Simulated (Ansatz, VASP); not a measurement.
Given: the input of a run of Ansatz 0.2.0 on NaMg6Cr. Atoms were shifted at random by some hundredths of an Å from the given cell, which wasn't relaxed again for these runs. The cell comes from a database or a generator and needn't be the stable form of this composition.

input.yaml

```yaml
crystal:
  lattice:
    - [5.137179, 0.0, 0.0]
    - [0.0, 3.213529, 5.490575]
    - [0.0, -3.213529, 5.490575]
  atoms:
    - { symbol: Cr, position: [0.499836, 0.329957, 0.338139], spin: 3.0 }
    - { symbol: Mg, position: [0.000503, 0.178248, 0.165321] }
    - { symbol: Mg, position: [0.002638, 0.662063, 0.657501] }
    - { symbol: Mg, position: [0.003674, 0.1799, 0.649656] }
    - { symbol: Mg, position: [-0.001972, 0.65079, 0.176871] }
    - { symbol: Mg, position: [0.497841, 0.344832, 0.830049] }
    - { symbol: Mg, position: [0.495587, 0.827681, 0.329713] }
    - { symbol: Na, position: [0.49796, 0.841218, 0.833397] }
hamiltonian:
  xc: pbe
  pseudopotentials: { kind: paw }
magnetization:
  spin_polarized: true
kpoints:
  mp_grid: { grid: [5, 5, 5] }
scf:
  occupations: { method: fermi_dirac, width: 0.05 }
output:
  forces: true
  stress: true
  eigenvalues: true
```

Potentials or basis: Ansatz PAW.

Launch:

```bash
$ ansatz run input.yaml --threads 4 --pin off --max-ram 10240MiB --backend cpu --events-out ev --progress --plain --runs-dir out
```

Q: Set up the same calculation for VASP 6.6.1. Potentials or basis there: PBE PAW files Cr_pv, Mg, Na_pv, 520 eV.

A: As run (cutoffs and basis follow the program's own potentials, and thresholds, step limits or extra output files can differ):

INCAR

```
SYSTEM = NaMg6Cr
ALGO     = Normal         ! electronic algorithm
EDIFF    = 1E-7           ! SCF threshold, eV
ENCUT    = 520            ! plane-wave cutoff, eV
GGA      = PE             ! functional
ISIF     = 2              ! what is computed and relaxed
ISMEAR   = -1             ! smearing method
ISPIN    = 2              ! spin polarisation
LASPH    = .TRUE.         ! aspherical terms in the spheres
LCHARG   = .FALSE.        ! write CHGCAR
LMAXMIX  = 4              ! l up to which the mixer works
LORBIT   = 11             ! projections on sites
LREAL    = .FALSE.        ! projectors in reciprocal space
LWAVE    = .FALSE.        ! write WAVECAR
MAGMOM   = 3 0 0 0 0 0 0 0 ! initial moments
NBANDS   = 30             ! bands
NELM     = 150            ! most SCF steps
PREC     = Accurate       ! precision mode
SIGMA    = 0.05           ! smearing width, eV
```

The input KPOINTS:

```
k-points
0
G
  5 5 5
  0 0 0
```

File POSCAR:

```
NaMg6Cr
1.0
    5.1371790000      0.0000000000      0.0000000000
    0.0000000000      3.2135290000      5.4905750000
    0.0000000000     -3.2135290000      5.4905750000
Cr Mg Na
1 6 1
Direct
    0.4998360000      0.3299570000      0.3381390000
    0.0005030000      0.1782480000      0.1653210000
    0.0026380000      0.6620630000      0.6575010000
    0.0036740000      0.1799000000      0.6496560000
   -0.0019720000      0.6507900000      0.1768710000
    0.4978410000      0.3448320000      0.8300490000
    0.4955870000      0.8276810000      0.3297130000
    0.4979600000      0.8412180000      0.8333970000
```

Potentials or basis: VASP PAW PBE potentials, release 64 (Cr_pv, Mg, Na_pv).

Run with:

```bash
$ cat potpaw_PBE.64/Cr_pv/POTCAR potpaw_PBE.64/Mg/POTCAR potpaw_PBE.64/Na_pv/POTCAR > POTCAR
$ mpirun -np 1 vasp_std > vasp.out
```

Both were run:

|  | Ansatz | VASP |
| --- | --- | --- |
| Pressure | 0.3 GPa | 0.2 GPa |
| Largest force | 0.192 eV/Å | 0.189 eV/Å |
| Net moment | 4.42 μB per cell | 4.43 μB per cell |

Ansatz's pressure holds a Pulay term of +0.01 GPa for its cutoff of 420 eV, which the other run lacks.

The potentials hold 83 and 31 valence electrons a cell.

Where Ansatz's input types no cutoff or centring, it takes its own default and a Γ-centred mesh.

The magnetic state is the one that the start led to; the real crystal's order can differ.

Pressure is positive in compression.
